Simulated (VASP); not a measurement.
# Zr2Ni: structure and properties in VASP, part 9 of 17

Aim: relax Zr2Ni, then compute properties on the relaxed cell. The start is a cell from a database of measured crystal structures.

VASP 6.6.1, plane waves and PAW; the level of theory is named at each step.

Still holding for the runs below: This run allows spin, but its moments start at zero, where symmetry between the spins tends to hold them, which is where the search above led.

So far. Step 8 (Relaxing cell and atoms (r2SCAN + rVV10)): It ends with a largest force of 0.001 eV/Å and a pressure of 0.02 GPa. Step 9 (Second relaxation): It ends with a largest force of 0.001 eV/Å and a pressure of -0.04 GPa. The volume moved by under 0.01 %: the run met its threshold at the first step.

## Step 10: Single point with fields (r2SCAN + rVV10)

Level of this step: r2SCAN with rVV10, zero-moment start; plane waves and PAW (Zr_sv, Ni) (VASP).

A single point on the relaxed cell gives a clean self-consistent state, with density, ELF and potential written out.

The input, INCAR:

```
SYSTEM = Zr2Ni
PREC = Accurate
ENCUT = 400
EDIFF = 1E-06
NELM = 100
ISMEAR = 1
SIGMA = 0.2
LREAL = .FALSE.
ALGO = Normal
METAGGA = R2SCAN
LUSE_VDW = .TRUE.
IVDW_NL = 2
BPARAM = 11.95
CPARAM = 0.0093
LASPH = .TRUE.
NBANDS = 45
ISPIN = 2
MAGMOM = -0 -0 -0 -0 0 0
LMAXMIX = 4
LORBIT = 11
LWAVE = .FALSE.
LCHARG = .TRUE.
ISIF = 2
LELF = .TRUE.
LVHAR = .TRUE.
```

The input, POSCAR:

```
Zr2Ni
1.0
   -3.2248219807      3.2248219807      2.6123026764
    3.2248219807     -3.2248219807      2.6123026764
    3.2248219807      3.2248219807     -2.6123026764
Zr Ni
4 2
Direct
    0.6641183882      0.1641183882      0.8282367764
    0.1641183882      0.3358816118      0.5000000000
    0.3358816118      0.8358816118      0.1717632236
    0.8358816118      0.6641183882      0.5000000000
    0.2500000000      0.2500000000      0.0000000000
    0.7500000000      0.7500000000      0.0000000000
```

The input, KPOINTS:

```
Automatic mesh
0
Gamma
7 7 7
0 0 0
```

PAW data sets: Zr_sv and Ni (PBE family, release 64).

On the command line:

```
> mpirun -np 8 vasp_std
```

Output:

```text
[banner, memory and clock lines left out]
running    8 mpi-ranks, on    1 nodes
 distrk:  each k-point on    8 cores,    1 groups
 distr:  one band on    1 cores,    8 groups

 POSCAR found type information on POSCAR ZrNi
 POSCAR found :  2 types and       6 ions
 [... a notice as in an earlier step ...]

 [... a notice as in an earlier step ...]

 [... a notice as in an earlier step ...]

 LDA part: xc-table for (None), standard interpolation
|                                                                             |
|           W    W    AA    RRRRR   N    N  II  N    N   GGGG   !!!           |
|           W    W   A  A   R    R  NN   N  II  NN   N  G    G  !!!           |
|           W    W  A    A  R    R  N N  N  II  N N  N  G       !!!           |
|           W WW W  AAAAAA  RRRRR   N  N N  II  N  N N  G  GGG   !            |
|           WW  WW  A    A  R   R   N   NN  II  N   NN  G    G                |
|           W    W  A    A  R    R  N    N  II  N    N   GGGG   !!!           |
|                                                                             |
|     The number of bands has been changed from the values supplied in        |
|     The orbitals not found in the WAVECAR file will be initialized with     |
|     random numbers, which is usually adequate. For correlated               |
|     calculations, however, you should redo the groundstate calculation.     |
|     I found NBANDS = 45. Now, NBANDS = 48.                                  |
|                                                                             |

 POSCAR, INCAR and KPOINTS ok, starting setup
 FFT: planning ... GRIDC
 FFT: planning ... GRID_SOFT
 FFT: planning ... GRID
 WAVECAR not read
 entering main loop
       N       E                     dE             d eps       ncg     rms          rms(c)
Total rVV10 correction in eV:      1.4521748    70.4878365
DAV:   1     0.656661750235E+03    0.65666E+03   -0.28142E+04  7680   0.135E+03
DAV:   2    -0.626006473072E+02   -0.71926E+03   -0.69196E+03  8168   0.426E+02
DAV:   3    -0.138939289908E+03   -0.76339E+02   -0.72164E+02 11392   0.131E+02
DAV:   4    -0.148006173634E+03   -0.90669E+01   -0.88712E+01 12752   0.368E+01
DAV:   5    -0.148471083675E+03   -0.46491E+00   -0.46458E+00 11400   0.810E+00    0.386E+01
Total rVV10 correction in eV:      1.3345969    70.4878382
DAV:   6    -0.137100499609E+03    0.11371E+02   -0.15998E+02  9144   0.143E+02    0.445E+01
Total rVV10 correction in eV:      1.3581344    70.4878389
DAV:   7    -0.116258040533E+03    0.20842E+02   -0.46955E+01  9856   0.498E+01    0.105E+01
Total rVV10 correction in eV:      1.3549337    70.4878386
DAV:   8    -0.116057687317E+03    0.20035E+00   -0.10567E+01 11120   0.314E+01    0.117E+01
Total rVV10 correction in eV:      1.3352836    70.4878382
DAV:   9    -0.115501906330E+03    0.55578E+00   -0.48736E+00 11152   0.226E+01    0.396E+00
Total rVV10 correction in eV:      1.3345822    70.4878385
DAV:  10    -0.115458749515E+03    0.43157E-01   -0.36745E-01 10856   0.346E+00    0.254E+00
Total rVV10 correction in eV:      1.3328345    70.4878384
DAV:  11    -0.115442215966E+03    0.16534E-01   -0.12354E-01 11080   0.319E+00    0.535E-01
Total rVV10 correction in eV:      1.3341541    70.4878384
DAV:  12    -0.115444585100E+03   -0.23691E-02   -0.19368E-02 10224   0.701E-01    0.238E-01
Total rVV10 correction in eV:      1.3347221    70.4878384
DAV:  13    -0.115444645457E+03   -0.60357E-04   -0.81515E-04 11432   0.148E-01    0.803E-02
Total rVV10 correction in eV:      1.3349066    70.4878384
DAV:  14    -0.115444658635E+03   -0.13179E-04   -0.58014E-05 10608   0.461E-02    0.571E-02
Total rVV10 correction in eV:      1.3349228    70.4878384
DAV:  15    -0.115444637387E+03    0.21249E-04   -0.19754E-05  9816   0.460E-02    0.257E-02
Total rVV10 correction in eV:      1.3349498    70.4878384
DAV:  16    -0.115444631306E+03    0.60803E-05   -0.11537E-05  9768   0.316E-02    0.470E-03
Total rVV10 correction in eV:      1.3349565    70.4878384
DAV:  17    -0.115444631872E+03   -0.56545E-06   -0.18763E-06  6360   0.654E-03
Total rVV10 correction in eV:      1.3349440    70.4878384
Total rVV10 correction in eV:      1.3349556    70.4878384
   1 F= -.11544463E+03 E0= -.11544442E+03  d E =-.633241E-03  mag=    -0.0000
```

Wall time 86 s (8 MPI ranks of Intel Xeon 6975P-C (Granite Rapids), shared host); peak memory 1.6 GiB.

OUTCAR, selected parts (step 10):

```text
   k-points           NKPTS =     40   k-points in BZ     NKDIM =     40   number of bands    NBANDS=     48

   NELECT =      68.0000    total number of electrons

 E-fermi :   9.4914

 spin component 1
 k-point     1 :       0.0000    0.0000    0.0000
  band No.  band energies     occupation
    ...
     29       8.5068      1.00000
     30       8.5068      1.00000
     31       8.5589      1.00000
     32       9.3120      1.01086
     33       9.3120      1.01084
     34       9.5812      0.15907
     35       9.6343      0.03505
     36       9.8761     -0.01015
     37       9.8761     -0.01015
     38      10.0582     -0.00023
    ...

 k-point     2 :       0.1429    0.0000    0.0000
  band No.  band energies     occupation
    ...
     30       8.5439      1.00000
     31       8.6270      1.00000
     32       8.7624      1.00000
     33       9.0333      1.00281
     34       9.0842      1.00711
     35       9.8546     -0.01383
     36      10.0560     -0.00024
     37      10.1248     -0.00004
     38      10.6292     -0.00000
     39      11.2400     -0.00000
    ...

  Total       -0.0358922     -0.0358922     -0.0486121      0.0000000      0.0000000      0.0000000
  in kB       -0.5291947     -0.5291947     -0.7167374      0.0000000      0.0000000      0.0000000
  external PRESSURE =      -0.5917089 kB  Pullay stress =       0.0000000 kB

 POSITION                                       TOTAL-FORCE (eV/Angst)
 -----------------------------------------------------------------------------------
      1.05851      4.28333      0.00000        -0.000704     -0.000704     -0.000000
      2.16632      1.05851      0.00000         0.000704     -0.000704      0.000000
      2.16632     -1.05851      2.61230         0.000704      0.000704      0.000000
      1.05851      2.16632      2.61230        -0.000704      0.000704      0.000000
      0.00000      0.00000      1.30615         0.000000      0.000000      0.000000
      0.00000      0.00000      3.91845         0.000000      0.000000      0.000000
 -----------------------------------------------------------------------------------
    total drift:                                0.000000     -0.000000     -0.000000

  FREE ENERGIE OF THE ION-ELECTRON SYSTEM (eV)
  ---------------------------------------------------
  free  energy   TOTEN  =      -115.4446318717 eV

  energy  without entropy=     -115.4439986305  energy(sigma->0) =     -115.44442079

 magnetization (x)
# of ion       s       p       d       tot
------------------------------------------
    1        0.000  -0.000  -0.000  -0.000
    2        0.000  -0.000  -0.000  -0.000
    3        0.000  -0.000  -0.000  -0.000
    4        0.000  -0.000  -0.000  -0.000
    5        0.000   0.000  -0.000  -0.000
    6        0.000   0.000  -0.000  -0.000
--------------------------------------------------
tot          0.000  -0.000  -0.000  -0.000

[... 8 parts as in an earlier step ...]

[... 8 further parts left out ...]
```

With spin, VASP writes an ELF for each channel.

Numbers from this step:

```
SCF cycles : 17
bands      : 48
pressure   : -0.05917 GPa
```

Valence electrons inside each PAW sphere by angular momentum. Sphere charges, by row:

| atom | s (e) | p (e) | d (e) | tot (e) |
| --- | --- | --- | --- | --- |
| Zr1 | 2.221 | 5.975 | 1.608 | 9.804 |
| Zr2 | 2.221 | 5.975 | 1.608 | 9.804 |
| Zr3 | 2.221 | 5.975 | 1.608 | 9.804 |
| Zr4 | 2.221 | 5.975 | 1.608 | 9.804 |
| Ni5 | 0.614 | 0.49 | 8.338 | 9.441 |
| Ni6 | 0.614 | 0.49 | 8.338 | 9.441 |

ELF of down spins in the ab plane of the conventional cell at fractional z = 0.000, with atoms of Zr within 0.2 Å of it. It is the smooth field of the valence electrons, not physical close to the nuclei.

Values, 10 rows by 16 columns, each cell a mean:
```
0.42 0.40 0.23 0.25 0.55 0.69 0.62 0.34 0.16 0.28 0.31 0.24 0.22 0.30 0.39 0.41
0.30 0.30 0.16 0.50 0.79 0.76 0.79 0.60 0.19 0.36 0.45 0.29 0.24 0.26 0.22 0.21
0.14 0.27 0.24 0.31 0.58 0.67 0.59 0.31 0.15 0.25 0.20 0.38 0.69 0.76 0.72 0.42
0.21 0.38 0.49 0.32 0.21 0.20 0.22 0.27 0.36 0.33 0.17 0.47 0.78 0.77 0.78 0.59
0.14 0.22 0.25 0.20 0.18 0.30 0.42 0.42 0.42 0.41 0.27 0.18 0.39 0.54 0.46 0.24
0.23 0.52 0.68 0.64 0.37 0.17 0.34 0.42 0.42 0.40 0.34 0.24 0.22 0.29 0.31 0.20
0.40 0.77 0.77 0.79 0.68 0.23 0.23 0.33 0.24 0.21 0.25 0.25 0.24 0.38 0.45 0.21
0.19 0.49 0.67 0.64 0.44 0.23 0.29 0.18 0.25 0.63 0.75 0.74 0.54 0.21 0.25 0.20
0.31 0.23 0.20 0.20 0.25 0.43 0.47 0.23 0.38 0.75 0.78 0.79 0.66 0.22 0.25 0.38
0.41 0.42 0.36 0.22 0.18 0.23 0.25 0.17 0.16 0.37 0.53 0.48 0.26 0.20 0.37 0.42
```
Columns run along a (6.4 Å), rows up along b (6.4 Å), edges of the conventional cell, whose origin can differ from the input's. Atoms in or near the plane, at fractional coordinates: Zr at (0.66, 0.16), Zr at (0.84, 0.66), Zr at (0.34, 0.84), Zr at (0.16, 0.34).

Electrostatic potential energy in the ab plane of the conventional cell at fractional z = 0.000, with atoms of Zr within 0.2 Å of it. With pseudopotentials it is smooth inside the atoms' cores, unlike the true potential.

Values in eV, 10 rows by 16 columns, each cell a mean:
```
  1   1  -2 -15 -37 -48 -40 -19  -4  -1  -1  -1   0   1   1   1
  1   1  -4 -32 -61 -68 -63 -39  -6   1   1  -2  -8 -13 -10  -3
 -4   0  -1 -15 -38 -49 -41 -19  -2   0  -2 -22 -48 -59 -51 -27
 -6   1   1   0  -3  -5  -4  -1   1   1  -4 -31 -59 -67 -62 -37
 -3  -3  -4  -3  -1   1   1   1   1   1  -1  -9 -25 -35 -28 -12
-11 -32 -47 -44 -25  -5   0   1   1   1   1   0   0  -1  -1  -2
-23 -55 -68 -66 -47 -12   0   1  -1  -7 -13 -11  -4   0   1  -2
-10 -33 -48 -44 -25  -5   0  -1 -15 -43 -58 -55 -34  -7   0   0
  0  -2  -5  -4  -1   1   1  -2 -22 -54 -67 -65 -45 -12   0   1
  1   1   1   0  -2  -4  -3  -3  -7 -21 -34 -31 -16  -3   1   1
```
Columns run along a (6.4 Å; values clipped at the 3rd and 97th percentile), rows up along b (6.4 Å), edges of the conventional cell, whose origin can differ from the input's. Atoms in or near the plane, at fractional coordinates: Zr at (0.66, 0.16), Zr at (0.84, 0.66), Zr at (0.34, 0.84), Zr at (0.16, 0.34).

Valence density in the ab plane of the conventional cell at fractional z = 0.000, with atoms of Zr within 0.2 Å of it. It is the smooth field of the valence electrons, not physical close to the nuclei.

Ten even steps from '0' (0.2 e/Å³) to '9' (5.6 e/Å³), each cell a mean:
```
000001210000000000
000026741000000000
000048972000000000
000037861000001210
000013420000025641
000000000000048972
000000000000037962
000000000000013430
000000000000000100
002210000000000000
036741000000000000
149962000000000000
037851000001210000
013420000025641000
000000000049962000
000000000048951000
000000000014420000
000000000000000000
```
Columns run along a (6.4 Å), rows up along b (6.4 Å), edges of the conventional cell, whose origin can differ from the input's. Atoms in or near the plane, at fractional coordinates: Zr at (0.66, 0.16), Zr at (0.84, 0.66), Zr at (0.34, 0.84), Zr at (0.16, 0.34).

In this run the pressure is -0.06 GPa, small enough to go on; single stress components reach 0.07 GPa.

(Part 9 of 17 ends here.)

[Lines on the potential files, build, host, timing and source positions are cut from VASP's logs without a mark.]

[Logs are printed without paths, hosts, clocks, repeated set-up lines and the standing remarks that a program may print on its own settings, such as how far it seeks lower states.]

[Hosts, paths, dates, database ids (printed as entryN), source tags and the programs' standing remarks are cut or masked in the printed files.]

[A measured line is paired with the nearest computed mode of its activity, which favours agreement.]

[In band tables of VASP the shares of atoms and orbitals are scaled to a sum of 1 inside the atoms' spheres.]
